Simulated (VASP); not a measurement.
Method: optB88-vdW, VASP's PBE PAW potentials (set 64) (plane waves; VASP).

Input for VASP

File POSCAR:
```
Rh
3.7514240
  0.0000000000   0.5000000104   0.5000000104
  0.5000000104   0.0000000000   0.5000000104
  0.5000000104   0.5000000104   0.0000000000
Rh
1
Cart
  0.0000000000   0.0000000000   0.0000000000
```

**INCAR**
```
LMAXMIX = 4
ISMEAR = 1   # Methfessel-Paxton
AGGAC = 0.0
ISIF = 2   # forces and stress, cell fixed
LASPH = .TRUE.
LREAL = .FALSE.   # projection in real space or not
SYSTEM = Rh
NELM = 100   # most electronic steps
ENCUT = 520   # plane-wave cut-off (eV)
LWAVE = .FALSE.
LCHARG = .FALSE.
LUSE_VDW = .TRUE.
PREC = Accurate
GGA = BO
SIGMA = 0.1
EDIFF = 1E-7   # SCF stop (eV)
ALGO = Normal
PARAM2 = 0.22
PARAM1 = 0.1833333333
```

File KPOINTS:
```
Automatic mesh
0
Gamma
16 16 16
0 0 0
```

POTCAR, in this order: Rh_pv (PBE.64 set). Program: vasp_std.

Predict the energy per atom (σ→0), pressure, band gap (on the k-mesh).

```
Quantity                                                     Value
------------------------  ----------------------------------------
energy per atom (σ→0)                               -3.814 eV/atom
band gap (on the k-mesh)  none (metal, semimetal or under 0.01 eV)
pressure                                                 19.03 GPa
```

### OSZICAR
```
...
DAV:   5    -0.424345168912E+01   -0.13232E-03   -0.13232E-03  3618   0.432E-01    0.109E+01
DAV:   6    -0.383748835326E+01    0.40596E+00   -0.89567E-01  3331   0.142E+01    0.414E+00
DAV:   7    -0.381798852977E+01    0.19500E-01   -0.22343E-02  3724   0.197E+00    0.185E+00
DAV:   8    -0.381412380242E+01    0.38647E-02   -0.35707E-03  3331   0.979E-01    0.186E-01
DAV:   9    -0.381402670592E+01    0.97096E-04   -0.65008E-05  3760   0.130E-01    0.201E-02
DAV:  10    -0.381403262782E+01   -0.59219E-05   -0.43901E-06  3412   0.307E-02    0.189E-03
DAV:  11    -0.381403268909E+01   -0.61273E-07   -0.16221E-07  2482   0.602E-03
   1 F= -.38140327E+01 E0= -.38139099E+01  d E =-.368331E-03
```

The compound is Rh in the fcc structure. This cell is one point of a volume scan, at 0.94 of the reference volume.
